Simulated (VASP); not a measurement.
These are MS2 meta-GGA, VASP's PBE PAW potentials (set 64) (plane waves; VASP 6.6.1) values and carry that method's errors.

Input for VASP

**INCAR**
```
ALGO = Normal
EDIFF = 1E-6
EDIFFG = -0.02
ENCUT = 520
IBRION = 2
ISIF = 3
ISMEAR = 0
LASPH = .TRUE.
LCHARG = .FALSE.
LMAXMIX = 4
LMIXTAU = .TRUE.
LREAL = .FALSE.
LWAVE = .FALSE.
METAGGA = MS2
NELM = 100
NSW = 60
PREC = Accurate
SIGMA = 0.05
SYSTEM = PbF2
```

### POSCAR
```
PbF2
1.0
  0.0000000000   2.9420447209   2.9420447209
  2.9420447209   0.0000000000   2.9420447209
  2.9420447209   2.9420447209   0.0000000000
Pb F
1 2
Direct
  1.0000000000   1.0000000000   0.0000000000
  0.2500000000   0.2500000000   0.2500000000
  0.7500000000   0.7500000000   0.7500000000
```

File KPOINTS:
```
Automatic mesh
0
Gamma
6 6 6
0 0 0
```

POTCAR, in this order: Pb_d F (PBE.64 set). Program: vasp_std.

Output

File OSZICAR:
```
       N       E                     dE             d eps       ncg     rms          rms(c)
DAV:   1     0.308847420062E+03    0.30885E+03   -0.14026E+04   576   0.164E+03
DAV:   2     0.889940586763E+01   -0.29995E+03   -0.28830E+03   692   0.434E+02
DAV:   3    -0.138285981765E+02   -0.22728E+02   -0.22445E+02   658   0.146E+02
DAV:   4    -0.144314888641E+02   -0.60289E+00   -0.60239E+00   638   0.229E+01
DAV:   5    -0.144482457630E+02   -0.16757E-01   -0.16756E-01   664   0.381E+00    0.758E+00
DAV:   6    -0.114806774641E+01    0.13300E+02   -0.28448E+01   724   0.103E+02    0.364E+00
DAV:   7     0.108032892707E+00    0.12561E+01   -0.68620E+00   580   0.343E+01    0.336E+00
DAV:   8     0.860807857694E+00    0.75277E+00   -0.19153E+00   584   0.185E+01    0.177E+00
DAV:   9     0.611180815940E+00   -0.24963E+00   -0.68158E-01   604   0.138E+01    0.159E+00
DAV:  10     0.603685269716E+00   -0.74955E-02   -0.63274E-01   626   0.823E+00    0.740E-01
DAV:  11     0.606960315872E+00    0.32750E-02   -0.18908E-02   618   0.127E+00    0.626E-01
DAV:  12     0.634838417282E+00    0.27878E-01   -0.19538E-02   596   0.231E+00    0.404E-01
DAV:  13     0.646398287650E+00    0.11560E-01   -0.49109E-02   576   0.246E+00    0.157E-01
DAV:  14     0.647062166363E+00    0.66388E-03   -0.18459E-03   610   0.624E-01    0.933E-02
DAV:  15     0.647116203904E+00    0.54038E-04   -0.35721E-03   700   0.820E-01    0.948E-02
DAV:  16     0.645870178535E+00   -0.12460E-02   -0.20215E-03   576   0.687E-01    0.455E-02
DAV:  17     0.646074525818E+00    0.20435E-03   -0.51781E-04   584   0.300E-01    0.610E-03
DAV:  18     0.646053950135E+00   -0.20576E-04   -0.40382E-05   594   0.804E-02    0.611E-03
DAV:  19     0.646057685521E+00    0.37354E-05   -0.13179E-05   584   0.401E-02    0.122E-03
DAV:  20     0.646050730263E+00   -0.69553E-05   -0.13405E-06   324   0.166E-02    0.181E-04
DAV:  21     0.646051809189E+00    0.10789E-05   -0.20461E-07   288   0.810E-03    0.440E-04
DAV:  22     0.646050870826E+00   -0.93836E-06   -0.73503E-08   288   0.496E-03
   1 F= 0.64605087E+00 E0= 0.64605087E+00  d E =0.646051E+00
       N       E                     dE             d eps       ncg     rms          rms(c)
DAV:   1     0.555624772911E+00   -0.90427E-01   -0.23286E+00   728   0.231E+01    0.208E+00
DAV:   2     0.636528274759E+00    0.80904E-01   -0.38217E-01   604   0.730E+00    0.399E-01
DAV:   3     0.642787001002E+00    0.62587E-02   -0.16845E-02   624   0.200E+00    0.173E-01
DAV:   4     0.649772313053E+00    0.69853E-02   -0.22920E-02   628   0.235E+00    0.168E-01
DAV:   5     0.645393388305E+00   -0.43789E-02   -0.18289E-03   576   0.491E-01    0.130E-01
DAV:   6     0.647910285850E+00    0.25169E-02   -0.39961E-04   580   0.205E-01    0.865E-02
DAV:   7     0.644188309160E+00   -0.37220E-02   -0.35338E-03   576   0.701E-01    0.264E-02
DAV:   8     0.644317688682E+00    0.12938E-03   -0.24795E-04   576   0.152E-01    0.147E-02
DAV:   9     0.644143271102E+00   -0.17442E-03   -0.86674E-05   582   0.959E-02    0.393E-03
DAV:  10     0.644136683043E+00   -0.65881E-05   -0.10927E-05   582   0.393E-02    0.112E-03
DAV:  11     0.644135116869E+00   -0.15662E-05   -0.12138E-06   326   0.182E-02    0.109E-03
DAV:  12     0.644135741007E+00    0.62414E-06   -0.96348E-07   440   0.143E-02
   2 F= 0.64413574E+00 E0= 0.64413574E+00  d E =-.191513E-02
       N       E                     dE             d eps       ncg     rms          rms(c)
DAV:   1     0.640755654269E+00   -0.33795E-02   -0.84731E-02   730   0.434E+00    0.400E-01
DAV:   2     0.643763572122E+00    0.30079E-02   -0.14209E-02   604   0.141E+00    0.765E-02
DAV:   3     0.644036697003E+00    0.27312E-03   -0.61772E-04   624   0.384E-01    0.330E-02
DAV:   4     0.644101724706E+00    0.65028E-04   -0.75826E-04   728   0.428E-01    0.328E-02
DAV:   5     0.644065902962E+00   -0.35822E-04   -0.35967E-05   584   0.709E-02    0.254E-02
DAV:   6     0.644138693377E+00    0.72790E-04   -0.17081E-05   576   0.395E-02    0.160E-02
DAV:   7     0.644022772274E+00   -0.11592E-03   -0.10031E-04   576   0.119E-01    0.250E-03
DAV:   8     0.644025429115E+00    0.26568E-05   -0.61696E-06   576   0.217E-02    0.263E-03
DAV:   9     0.644029617249E+00    0.41881E-05   -0.22395E-06   580   0.181E-02    0.562E-04
DAV:  10     0.644027215555E+00   -0.24017E-05   -0.19175E-07   288   0.657E-03    0.155E-04
DAV:  11     0.644027612876E+00    0.39732E-06   -0.58900E-08   288   0.293E-03
   3 F= 0.64402761E+00 E0= 0.64402761E+00  d E =-.202326E-02
```

File OUTCAR:
```
------------------------ aborting loop because EDIFF is reached ----------------------------------------
  FORCE on cell =-STRESS in cart. coord.  units (eV):
  Direction    XX          YY          ZZ          XY          YZ          ZX
  --------------------------------------------------------------------------------------
  Total        0.0000658      0.0000658      0.0000658     -0.0000000     -0.0000000      0.0000000
  in kB        0.0020452      0.0020452      0.0020452     -0.0000000     -0.0000000      0.0000000
  external PRESSURE =       0.0020452 kB  Pullay stress =       0.0000000 kB
  volume of cell :       51.57
      direct lattice vectors                 reciprocal lattice vectors
     0.000000000  2.954346604  2.954346604    -0.169242160  0.169242160  0.169242160
     2.954346604 -0.000000000  2.954346604     0.169242160 -0.169242160  0.169242160
     2.954346604  2.954346604 -0.000000000     0.169242160  0.169242160 -0.169242160
 POSITION                                       TOTAL-FORCE (eV/Angst)
 -----------------------------------------------------------------------------------
      0.00000      0.00000      0.00000        -0.000000      0.000000     -0.000000
      1.47717      1.47717      1.47717         0.000000     -0.000000      0.000000
      4.43152      4.43152      4.43152        -0.000000      0.000000     -0.000000
 -----------------------------------------------------------------------------------
    total drift:                                0.000000     -0.000000      0.000000
  FREE ENERGIE OF THE ION-ELECTRON SYSTEM (eV)
  ---------------------------------------------------
  free  energy   TOTEN  =         0.6440276129 eV

  energy  without entropy=        0.6440276129  energy(sigma->0) =        0.64402761

 reached required accuracy - stopping structural energy minimisation
```
(Selected blocks of OUTCAR.)

**CONTCAR**
```
PbF2
   1.00000000000000
     0.0000000000000000    2.9543466041370499    2.9543466041370499
     2.9543466041370499   -0.0000000000000000    2.9543466041370499
     2.9543466041370499    2.9543466041370499   -0.0000000000000000
  Pb              F
     1     2
Direct
     0.0000000000000000    0.0000000000000000    0.0000000000000000
     0.2500000000000000    0.2500000000000000    0.2500000000000000
     0.7500000000000000    0.7500000000000000    0.7500000000000000
```

The compound is PbF2 in the fluorite structure, the β form. This run relaxes it. Symmetry was kept, so distortions that lower it aren't found.
